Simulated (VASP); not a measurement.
# A VASP study of Rhodium (PBE): structure first, properties next

Aim: relax Rhodium, then compute properties on the relaxed cell. The steps: relaxing cell and atoms (PBE), second relaxation, density, ELF and potential (PBE), bands along the symmetry lines (PBE), density of states (PBE), volume scan with PBE, fit for PBE and independent-particle dielectric function (PBE). The start is a cell from a database of measured crystal structures.

Calculated with VASP 6.6.1; PBE; plane waves and PAW (Rh_pv).

**1. Starting point**

Before any relaxation, the start is as follows. Symmetry: Fm-3m, No. 225, cubic system. The conventional cell has a = 3.803 Å, b = 3.803 Å, c = 3.803 Å, α = 90.00°, β = 90.00°, γ = 90.00°. Nearest to Rh lie 12 Rh at 2.69 Å.

**2. Relaxing cell and atoms (PBE)**

The start need not lie at this functional's minimum. ISIF = 3 frees volume, shape and positions, and EDIFFG sets the threshold on forces and stress at which the search stops. PBE, the usual starting point, adds the gradient of the density.

The input, INCAR:

```
SYSTEM = Rh
PREC = Accurate
ENCUT = 400
EDIFF = 1E-06
NELM = 100
ISMEAR = 1
SIGMA = 0.2
LREAL = .FALSE.
ALGO = Normal
GGA = PE
NBANDS = 13
LASPH = .TRUE.
LORBIT = 11
LWAVE = .FALSE.
LCHARG = .FALSE.
KPAR = 2
IBRION = 2
NSW = 60
ISIF = 3
EDIFFG = -0.01
```

The input, POSCAR:

```
Rh
1.0
    0.0000000000      1.9015500000      1.9015500000
    1.9015500000      0.0000000000      1.9015500000
    1.9015500000      1.9015500000      0.0000000000
Rh
1
Direct
    0.0000000000      0.0000000000      0.0000000000
```

The input, KPOINTS:

```
Automatic mesh
0
Gamma
12 12 12
0 0 0
```

Potentials, in the order of the species: Rh_pv (PBE family, release 64).

Started as:

```bash
> mpirun -np 2 vasp_std
```

Output:

```text
[banner, memory and clock lines left out]
running    2 mpi-ranks, on    1 nodes
 distrk:  each k-point on    1 cores,    2 groups
 distr:  one band on    1 cores,    1 groups

 POSCAR found type information on POSCAR Rh
 POSCAR found :  1 types and       1 ions
 LDA part: xc-table for (Slater+PW92), standard interpolation
 POSCAR, INCAR and KPOINTS ok, starting setup
 FFT: planning ... GRIDC
 FFT: planning ... GRID_SOFT
 FFT: planning ... GRID
 WAVECAR not read
 entering main loop
       N       E                     dE             d eps       ncg     rms          rms(c)
DAV:   1     0.100043514554E+03    0.10004E+03   -0.77641E+03  1906   0.102E+03
DAV:   2    -0.652507495822E+01   -0.10657E+03   -0.10140E+03  1992   0.314E+02
DAV:   3    -0.775526258667E+01   -0.12302E+01   -0.12286E+01  2222   0.381E+01
DAV:   4    -0.776126350515E+01   -0.60009E-02   -0.60003E-02  2137   0.270E+00
DAV:   5    -0.776133695052E+01   -0.73445E-04   -0.73441E-04  2310   0.269E-01    0.101E+01
DAV:   6    -0.727018520473E+01    0.49115E+00   -0.82166E-01  2112   0.134E+01    0.363E+00
DAV:   7    -0.725669233252E+01    0.13493E-01   -0.76642E-02  2327   0.228E+00    0.155E+00
DAV:   8    -0.725315369929E+01    0.35386E-02   -0.63417E-03  2072   0.110E+00    0.106E-01
DAV:   9    -0.725298308002E+01    0.17062E-03   -0.31343E-04  2222   0.253E-01    0.142E-02
DAV:  10    -0.725298340658E+01   -0.32656E-06   -0.12638E-05  2207   0.479E-02    0.851E-03
DAV:  11    -0.725298199745E+01    0.14091E-05   -0.64792E-07  1511   0.101E-02    0.285E-04
DAV:  12    -0.725298195326E+01    0.44186E-07   -0.26795E-08  1436   0.220E-03
   1 F= -.72529820E+01 E0= -.72542943E+01  d E =-.725298E+01
 curvature:   0.00 expect dE= 0.000E+00 dE for cont linesearch  0.000E+00
 trial: gam= 0.00000 g(F)=  0.000E+00 g(S)=  0.185E-01 ort = 0.000E+00 (trialstep = 0.100E+01)
 search vector abs. value=  0.185E-01
 bond charge predicted
       N       E                     dE             d eps       ncg     rms          rms(c)
DAV:   1    -0.810048937807E+01   -0.84751E+00   -0.10939E+01  1892   0.494E+01    0.635E+00
DAV:   2    -0.723714705195E+01    0.86334E+00   -0.18902E+00  1872   0.186E+01    0.175E+00
DAV:   3    -0.723779850112E+01   -0.65145E-03   -0.11239E-02  2077   0.114E+00    0.103E+00
DAV:   4    -0.724020140207E+01   -0.24029E-02   -0.43709E-03  2007   0.766E-01    0.104E-01
DAV:   5    -0.724033337109E+01   -0.13197E-03   -0.10662E-04  2282   0.116E-01    0.444E-02
DAV:   6    -0.724031834766E+01    0.15023E-04   -0.96874E-06  1997   0.427E-02    0.419E-03
DAV:   7    -0.724031769246E+01    0.65520E-06   -0.12936E-07  1311   0.468E-03
   2 F= -.72403177E+01 E0= -.72417869E+01  d E =0.126643E-01
 trial-energy change:    0.012664  1 .order    0.011940   -0.018536    0.042417
 step:   0.2894(harm=  0.3041)  dis= 0.00000  next Energy=    -7.255647 (dE=-0.267E-02)
 bond charge predicted
       N       E                     dE             d eps       ncg     rms          rms(c)
DAV:   1    -0.766656275239E+01   -0.42624E+00   -0.52220E+00  1962   0.336E+01    0.481E+00
DAV:   2    -0.725768446937E+01    0.40888E+00   -0.81544E-01  1902   0.127E+01    0.728E-01
DAV:   3    -0.725460783503E+01    0.30766E-02   -0.11925E-02  2222   0.125E+00    0.449E-01
DAV:   4    -0.725557987064E+01   -0.97204E-03   -0.24629E-03  1967   0.559E-01    0.369E-02
DAV:   5    -0.725560911150E+01   -0.29241E-04   -0.32303E-05  2267   0.664E-02    0.202E-02
DAV:   6    -0.725558640251E+01    0.22709E-04   -0.44065E-06  1992   0.292E-02    0.160E-03
DAV:   7    -0.725558677597E+01   -0.37346E-06   -0.39654E-08  1231   0.247E-03
   3 F= -.72555868E+01 E0= -.72569514E+01  d E =-.260482E-02
 curvature:  -0.15 expect dE=-0.122E-06 dE for cont linesearch -0.122E-06
 trial: gam= 0.00000 g(F)=  0.880E-64 g(S)=  0.805E-06 ort =-0.122E-03 (trialstep = 0.858E+00)
 search vector abs. value=  0.805E-06
 reached required accuracy - stopping structural energy minimisation
```

Wall time 10 s (2 MPI ranks of Intel Xeon Platinum 8259CL at 2.50GHz (Skylake/Cascade Lake), shared host); peak memory 0.23 GiB.

The logs omit lines about the potential files and the build; timing stands in the text.

Parts of OUTCAR (step 2):

```text
ion  position               nearest neighbor table
   1  0.000  0.000  0.000-

  LATTYP: Found a face centered cubic cell.
 ALAT       =     3.8031000000

 Subroutine GETGRP returns: Found 48 space group operations
 (whereof 48 operations were pure point group operations)

The static configuration has the point symmetry O_h .

 Found     72 irreducible k-points:

   k-points           NKPTS =     72   k-points in BZ     NKDIM =     72   number of bands    NBANDS=     13

   dimension x,y,z NGX =    18 NGY =   18 NGZ =   18
   dimension x,y,z NGXF=    36 NGYF=   36 NGZF=   36

   ENCUT  =  400.0 eV  29.40 Ry    5.42 a.u.   4.39  4.39  4.39*2*pi/ulx,y,z

   NELECT =      15.0000    total number of electrons

 k-points in reciprocal lattice and weights: Automatic mesh
   0.00000000  0.00000000  0.00000000       0.001
   0.08333333  0.00000000  0.00000000       0.005
   0.16666667  0.00000000  0.00000000       0.005
   0.25000000  0.00000000  0.00000000       0.005
   0.33333333  0.00000000  0.00000000       0.005
   0.41666667  0.00000000  0.00000000       0.005
   0.50000000  0.00000000  0.00000000       0.002
   0.08333333  0.08333333  0.00000000       0.003
   0.16666667  0.08333333  0.00000000       0.014
[...]
-0.33333333  0.50000000  0.16666667       0.007
  -0.25000000  0.50000000  0.25000000       0.003

 average (electrostatic) potential at core
       1 -71.0458

 E-fermi :  11.6362

 k-point     1 :       0.0000    0.0000    0.0000
  band No.  band energies     occupation
    ...
      5       8.6078      2.00000
      6       8.6078      2.00000
      7       8.6078      2.00000
      8      10.6417      2.00000
      9      10.6417      2.00000
     10      27.6363      0.00000
     11      32.1753      0.00000
     12      33.0096      0.00000
     13      33.0096      0.00000

 k-point     2 :       0.0833    0.0000    0.0000
  band No.  band energies     occupation
    ...
      5       8.4928      2.00000
      6       8.7112      2.00000
      7       8.7112      2.00000
      8      10.5870      2.00000
      9      10.5870      2.00000
     10      28.0176      0.00000
     11      31.6210      0.00000
     12      32.1777      0.00000
     13      33.4037      0.00000

 k-point     3 :       0.1667    0.0000    0.0000
  band No.  band energies     occupation
    ...
      5       8.2881      2.00000
      6       8.9205      2.00000
      7       8.9205      2.00000
      8      10.5415      2.00000
      9      10.5415      2.00000
     10      28.7638      0.00000
     11      29.3051      0.00000
     12      32.1764      0.00000
     13      34.4929      0.00000

  Total       -0.0023581     -0.0023581     -0.0023581     -0.0000000     -0.0000000      0.0000000
  in kB       -0.2706566     -0.2706566     -0.2706566     -0.0000000     -0.0000000      0.0000000
  external PRESSURE =      -0.2706566 kB  Pullay stress =       0.0000000 kB

  energy-cutoff  :      400.00
  volume of cell :       13.96
      direct lattice vectors                 reciprocal lattice vectors
     0.000000000  1.911052606  1.911052606    -0.261635916  0.261635916  0.261635916
     1.911052606  0.000000000  1.911052606     0.261635916 -0.261635916  0.261635916
     1.911052606  1.911052606  0.000000000     0.261635916  0.261635916 -0.261635916

 POSITION                                       TOTAL-FORCE (eV/Angst)
 -----------------------------------------------------------------------------------
      0.00000      0.00000      0.00000         0.000000      0.000000      0.000000
 -----------------------------------------------------------------------------------
    total drift:                               -0.000000      0.000000      0.000000

  FREE ENERGIE OF THE ION-ELECTRON SYSTEM (eV)
  ---------------------------------------------------
  free  energy   TOTEN  =        -7.2555867760 eV

  energy  without entropy=       -7.2596806175  energy(sigma->0) =       -7.25695139

 reached required accuracy - stopping structural energy minimisation

 total charge
# of ion       s       p       d       tot
------------------------------------------
    1        0.409   6.294   7.054  13.757

[... 3 further parts left out ...]
```

This run has no spin polarisation. Its electron count is odd, so without a moment it is a metal by construction. The run keeps the 48 symmetry operations of its start, so it cannot find a distortion of lower symmetry.

Relaxation path:

| step | energy less that of the first step (eV) | largest force (eV/Å) | pressure (GPa) | volume (Å³) |
| --- | --- | --- | --- | --- |
| 1 | 0.0000 | 0.0000 | 4.17 | 13.75 |
| 2 | 0.0127 | 0.0000 | -9.06 | 14.48 |
| 3 | -0.0026 | 0.0000 | -0.03 | 13.96 |

| conventional cell, symmetrised | before | after | change |
| --- | --- | --- | --- |
| a (Å) | 3.803 | 3.822 | +0.5 % |
| b (Å) | 3.803 | 3.822 | +0.5 % |
| c (Å) | 3.803 | 3.822 | +0.5 % |
| volume (Å³/atom) | 13.75 | 13.96 | +1.5 % |

Final coordinates:

```cif
data_structure
_symmetry_space_group_name_H-M 'P 1'
_symmetry_Int_Tables_number 1
_cell_length_a 2.7026
_cell_length_b 2.7026
_cell_length_c 2.7026
_cell_angle_alpha 60.000
_cell_angle_beta 60.000
_cell_angle_gamma 60.000
_cell_volume 13.96
loop_
_atom_site_label
_atom_site_type_symbol
_atom_site_fract_x
_atom_site_fract_y
_atom_site_fract_z
_atom_site_occupancy
Rh1 Rh 0.00000 0.00000 0.00000 1
```

This step gave:

* electrons: 15
* bands: 13
* irreducible k-points: 72
* symmetry operations: 48
* free energy (TOTEN): -7.256 eV
* energy at zero smearing: -7.257 eV
* Fermi energy: 11.64 eV
* pressure: -0.02707 GPa
* metallic: yes
* SCF cycles over all ionic steps: 26

It ends with forces that vanish by symmetry and a pressure of -0.03 GPa. The volume lies +1.5 % from that of the database's start.

**3. Second relaxation**

The basis stayed that of the start cell while the cell moved. A rerun from the cell reached resets it; the error of the finite cutoff stays.

INCAR is that of step 2.

The input, POSCAR:

```
Rh
1.0
    0.0000000000      1.9110526060      1.9110526060
    1.9110526060      0.0000000000      1.9110526060
    1.9110526060      1.9110526060      0.0000000000
Rh
1
Direct
    0.0000000000      0.0000000000      0.0000000000
```

KPOINTS is that of step 2.

Started as:

```bash
> mpirun -np 2 vasp_std
```

Output:

```text
[... set-up lines as in an earlier step ...]
 entering main loop
       N       E                     dE             d eps       ncg     rms          rms(c)
DAV:   1     0.102177885823E+03    0.10218E+03   -0.77608E+03  1898   0.102E+03
DAV:   2    -0.647991314562E+01   -0.10866E+03   -0.10386E+03  2012   0.320E+02
DAV:   3    -0.776233764150E+01   -0.12824E+01   -0.12810E+01  2197   0.390E+01
DAV:   4    -0.776853857952E+01   -0.62009E-02   -0.62002E-02  2192   0.279E+00
DAV:   5    -0.776861189595E+01   -0.73316E-04   -0.73312E-04  2284   0.275E-01    0.973E+00
DAV:   6    -0.727353462004E+01    0.49508E+00   -0.84095E-01  2132   0.135E+01    0.345E+00
DAV:   7    -0.726128635736E+01    0.12248E-01   -0.73117E-02  2327   0.215E+00    0.150E+00
DAV:   8    -0.725783281250E+01    0.34535E-02   -0.59255E-03  2072   0.107E+00    0.906E-02
DAV:   9    -0.725768328363E+01    0.14953E-03   -0.27367E-04  2287   0.237E-01    0.145E-02
DAV:  10    -0.725768398741E+01   -0.70378E-06   -0.12899E-05  2192   0.472E-02    0.906E-03
DAV:  11    -0.725768230230E+01    0.16851E-05   -0.42641E-07  1548   0.699E-03    0.288E-04
DAV:  12    -0.725768228785E+01    0.14451E-07   -0.17403E-08  1401   0.161E-03
   1 F= -.72576823E+01 E0= -.72590472E+01  d E =-.725768E+01
 curvature:   0.00 expect dE= 0.000E+00 dE for cont linesearch  0.000E+00
 trial: gam= 0.00000 g(F)=  0.293E-64 g(S)=  0.560E-05 ort = 0.000E+00 (trialstep = 0.100E+01)
 search vector abs. value=  0.560E-05
 reached required accuracy - stopping structural energy minimisation
```

The job ended after 5 s (2 MPI ranks; peak memory 0.22 GiB; 8.8 s of CPU time).

Parts of OUTCAR (step 3):

```text
  LATTYP: Found a face centered cubic cell.
 ALAT       =     3.8221052120

The static configuration has the point symmetry O_h .

 Found     72 irreducible k-points:

   ENCUT  =  400.0 eV  29.40 Ry    5.42 a.u.   4.41  4.41  4.41*2*pi/ulx,y,z

   NELECT =      15.0000    total number of electrons

 E-fermi :  11.6361

 k-point     1 :       0.0000    0.0000    0.0000
  band No.  band energies     occupation
    ...
      5       8.6078      2.00000
      6       8.6078      2.00000
      7       8.6078      2.00000
      8      10.6416      2.00000
      9      10.6416      2.00000
     10      27.6362      0.00000
     11      33.0096      0.00000
     12      33.0096      0.00000
     13      33.0096      0.00000

 k-point     2 :       0.0833    0.0000    0.0000
  band No.  band energies     occupation
    ...
      5       8.4927      2.00000
      6       8.7111      2.00000
      7       8.7111      2.00000
      8      10.5867      2.00000
      9      10.5867      2.00000
     10      28.0175      0.00000
     11      31.6210      0.00000
     12      32.1759      0.00000
     13      33.4037      0.00000

  Total        0.0062204      0.0062204      0.0062204      0.0000000      0.0000000      0.0000000
  in kB        0.7139768      0.7139768      0.7139768      0.0000000      0.0000000      0.0000000
  external PRESSURE =       0.7139768 kB  Pullay stress =       0.0000000 kB

 POSITION                                       TOTAL-FORCE (eV/Angst)
 -----------------------------------------------------------------------------------
      0.00000      0.00000      0.00000         0.000000      0.000000      0.000000
 -----------------------------------------------------------------------------------
    total drift:                                0.000000     -0.000000      0.000000

  FREE ENERGIE OF THE ION-ELECTRON SYSTEM (eV)
  ---------------------------------------------------
  free  energy   TOTEN  =        -7.2576822878 eV

  energy  without entropy=       -7.2617769383  energy(sigma->0) =       -7.25904717

[... 8 parts as in an earlier step ...]

[... 5 further parts left out ...]
```

CONTCAR:

```
Rh
   1.00000000000000
     0.0000000000000000    1.9110526059999999    1.9110526059999999
     1.9110526059999999    0.0000000000000000    1.9110526059999999
     1.9110526059999999    1.9110526059999999    0.0000000000000000
  Rh
     1
Direct
     0.0000000000000000    0.0000000000000000    0.0000000000000000
```

Little changed from the start: no atom moved by 0.005 Å and no cell edge by 0.1 %.

This step gave:

```
free energy (TOTEN)             : -7.258 eV
energy at zero smearing         : -7.259 eV
pressure                        : 0.07140 GPa
SCF cycles over all ionic steps : 12
```

It ends with forces that vanish by symmetry and a pressure of 0.07 GPa. The volume moved by under 0.01 %: the run met its threshold at the first step.

[end of part 1 of 4]

[Lines on the potential files, build, host, timing and source positions are cut from VASP's logs without a mark.]

[Logs are printed without paths, hosts, clocks, repeated set-up lines and the standing remarks that a program may print on its own settings, such as how far it seeks lower states.]

[Hosts, paths, dates, database ids (printed as entryN), source tags and the programs' standing remarks are cut or masked in the printed files.]

[A measured line is paired with the nearest computed mode of its activity, which favours agreement.]
